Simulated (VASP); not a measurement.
These are PBE GGA, VASP's PBE PAW potentials (set 64) (plane waves; VASP 6.6.1) values and carry that method's errors.

VASP ran on this input.

**KPOINTS**
```
kpoints
0
G
  10 10 9
0 0 0
```

INCAR:
```
ALGO = Normal
EDIFF = 1E-6
ENCUT = 520
GGA = PE
ISIF = 2
ISMEAR = 1
ISYM = 1
LASPH = .TRUE.
LCHARG = .FALSE.
LMAXMIX = 4
LREAL = .FALSE.
LWAVE = .FALSE.
NELM = 100
PREC = Accurate
SIGMA = 0.1
SYSTEM = TiB2
```

### POSCAR
```
TiB2
1
    1.5276560000    -2.6027400000     0.0000000000
    1.5276560000     2.6027400000     0.0000000000
    0.0000000000     0.0000000000     3.1789610000
Ti B
1 2
Direct
  0.0000000000   0.0000000000   0.0000000000
  0.3333330000   0.6666670000   0.5000000000
  0.6855250000   0.3521910000   0.5000000000
```

POTCAR, in this order: Ti_sv B (PBE.64 set). Program: vasp_std.

### Question
Predict the energy per atom (σ→0), pressure, largest force, band gap (on the k-mesh).

### Answer

```
Quantity                                                    Result
------------------------  ----------------------------------------
energy per atom (σ→0)                               -8.126 eV/atom
band gap (on the k-mesh)  none (metal, semimetal or under 0.01 eV)
pressure                                                  4.29 GPa
largest force                                           1.074 eV/Å
```

**OSZICAR**
```
...
DAV:   7    -0.243758542560E+02   -0.38110E-01   -0.16907E+00  7491   0.153E+01    0.343E+00
DAV:   8    -0.243858392306E+02   -0.99850E-02   -0.16413E-01 10044   0.369E+00    0.742E-01
DAV:   9    -0.243795674873E+02    0.62717E-02   -0.67600E-02  9218   0.349E+00    0.283E-01
DAV:  10    -0.243788177577E+02    0.74973E-03   -0.48941E-03  8477   0.986E-01    0.649E-02
DAV:  11    -0.243788297421E+02   -0.11984E-04   -0.36230E-04  9669   0.251E-01    0.569E-02
DAV:  12    -0.243788072871E+02    0.22455E-04   -0.13694E-04  8871   0.162E-01    0.101E-02
DAV:  13    -0.243788068237E+02    0.46340E-06   -0.89434E-06  8243   0.391E-02
   1 F= -.24378807E+02 E0= -.24378624E+02  d E =-.548883E-03
```

The compound is TiB2 in the AlB2 type structure. The cell was not relaxed at this level, atoms are displaced from their ideal sites. The run is one of a series of settings (ISYM = 1 against the base run), some of them coarse on purpose.
